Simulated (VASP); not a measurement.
These are LDA (Ceperley-Alder, Perdew-Zunger), VASP's LDA PAW potentials (set 64) (plane waves; VASP 6.6.1) values and carry that method's errors.

The input files of a VASP run:

### KPOINTS
```
Automatic mesh
0
G
 11 11 7
```

INCAR:
```
SYSTEM = PtSe2
PREC = Accurate
ENCUT = 400
EDIFF = 1E-7
NELM = 100
ALGO = Normal
LREAL = .FALSE.
LASPH = .TRUE.
ISMEAR = -5
LMAXMIX = 6
LWAVE = .FALSE.
LCHARG = .TRUE.
LORBIT = 11
NEDOS = 601
ISIF = 2
LEFG = .TRUE.
```

### POSCAR
```
PtSe2
1.0
  1.8711910789  -3.2409982653   0.0000000000
  1.8711910789   3.2409982653   0.0000000000
  0.0000000000   0.0000000000   4.7640480697
Pt Se
1 2
Cart
  0.0000000000   0.0000000000   4.7640480697
  1.8711910789   1.0803349158   1.2643652151
  1.8711910789  -1.0803349158   3.4996828546
```

POTCAR, in this order: Pt Se (LDA.64 set). Program: vasp_std.

Q: What will the output report for the number of irreducible k-points (NKPTS), number of bands (NBANDS), largest plane-wave count, number of space-group operations, FFT grid (NGX, NGY, NGZ)?

A: 
```json
{
  "number of irreducible k-points (NKPTS)": "94",
  "number of bands (NBANDS)": "15",
  "largest_plane_wave_count": "1068",
  "number_of_space_group_operations": "12",
  "FFT grid (NGX, NGY, NGZ)": "24 × 24 × 32"
}
```

The compound is PtSe2 in the 1T layered structure. It was relaxed first, which changed the volume by -6 %.
